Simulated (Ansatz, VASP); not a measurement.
**Ge3Cl in VASP and in Ansatz**

```
CELL_PARAMETERS angstrom
0.00000 3.40642 3.40642
3.40642 0.00000 3.40642
3.40642 3.40642 0.00000
ATOMIC_POSITIONS crystal
Ge 0.50000 0.50000 0.50000
Ge 0.25000 0.25000 0.25000
Ge 0.75000 0.75000 0.75000
Cl 0.00000 0.00000 0.00000
```

Change from the starting cell: species swapped into the GdMg3 type (Fm-3m, No. 225).

Alike in both runs: functional PBE; k mesh 12 × 12 × 12; occupations gaussian, width 0.1 eV; no spin polarisation.

Ansatz relaxed the structure, and its values are those at the end. VASP's run is a single point on that final structure, the one shown.

|  | VASP | Ansatz |
| --- | --- | --- |
| version | VASP 6.6.1 | Ansatz 0.2.0 |
| potentials or method | VASP PAW PBE potentials, release 64 (Ge_d, Cl) | scalar-relativistic, plane waves, PAW |
| plane-wave cutoff (eV) | 520 | 420 |
| valence electrons in the cell | 49 | 49 |

|  | VASP | Ansatz | Ansatz less VASP |
| --- | --- | --- | --- |
| gap on the k mesh at the Fermi level (eV) | none | none | - |
| pressure (GPa) | 0.0 | 0.0 | 0.00 |

A gap of «none» marks a metal or a gap that the smearing closes. The functional is the same, so the differences come from potentials, cutoffs and numerics.

Caveats: an odd number of electrons without spin polarisation forces a metal; a magnetic or distorted state may lie lower.
